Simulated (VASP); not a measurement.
Computed with LDA (Ceperley-Alder, Perdew-Zunger), VASP's LDA PAW potentials (set 64) (plane waves; VASP 6.6.1).

VASP input:

INCAR:
```
! general
SYSTEM = Si
PREC   = Accurate
ENCUT  = 400
LREAL  = .False.   ! projection in real space or not
LASPH  = .True.   ! aspherical one-centre terms

! electronic loop
EDIFF  = 1E-6
NELM   = 100   ! most electronic steps
ALGO   = Normal

! smearing
ISMEAR = 1   ! Methfessel-Paxton
SIGMA  = 0.1

! ions
IBRION = 2   ! conjugate gradients
NSW    = 60   ! most ionic steps
ISIF   = 3   ! ions, shape and volume
EDIFFG = -0.01

! output
LWAVE  = .False.
LCHARG = .False.
```

KPOINTS:
```
kpoints
0
gamma
14 14 14
0 0 0
```

### POSCAR
```
Si
1.0
 -2.3713700000   2.3713700000   1.3292650000
  2.3713700000  -2.3713700000   1.3292650000
  2.3713700000   2.3713700000  -1.3292650000
Si
2
Cart
  2.3713700000   0.0000000000   0.6646325000
  0.0000000000   0.0000000000   1.3292650000
```

POTCAR, in this order: Si (LDA.64 set). Program: vasp_std.

Question: Predict the energy per atom (σ→0), volume per atom, band gap (on the k-mesh).

Answer: 
The energy per atom (σ→0) is -5.750 eV/atom. The band gap (on the k-mesh) is none (metal, semimetal or under 0.01 eV) and the volume per atom comes out as 14.82 Å³/atom.

OSZICAR:
```
...
DAV:   4    -0.115000803588E+02    0.11060E-07   -0.20823E-07  2320   0.414E-03
   3 F= -.11500080E+02 E0= -.11500080E+02  d E =-.123925E-02
       N       E                     dE             d eps       ncg     rms          rms(c)
DAV:   1    -0.115004091715E+02   -0.32880E-03   -0.97288E-03  5776   0.569E-01    0.638E-02
DAV:   2    -0.115003017323E+02    0.10744E-03   -0.23095E-04  4872   0.120E-01    0.364E-02
DAV:   3    -0.115002499337E+02    0.51799E-04   -0.13391E-04  5760   0.644E-02    0.373E-03
DAV:   4    -0.115002502739E+02   -0.34019E-06   -0.52559E-06  4408   0.190E-02
   4 F= -.11500250E+02 E0= -.11500239E+02  d E =-.169915E-03
```

The structure comes from a computed database's Si entry (I4_1/amd); how it stands against other phases isn't given here. This run relaxes it. Symmetry was kept, so distortions that lower it aren't found.
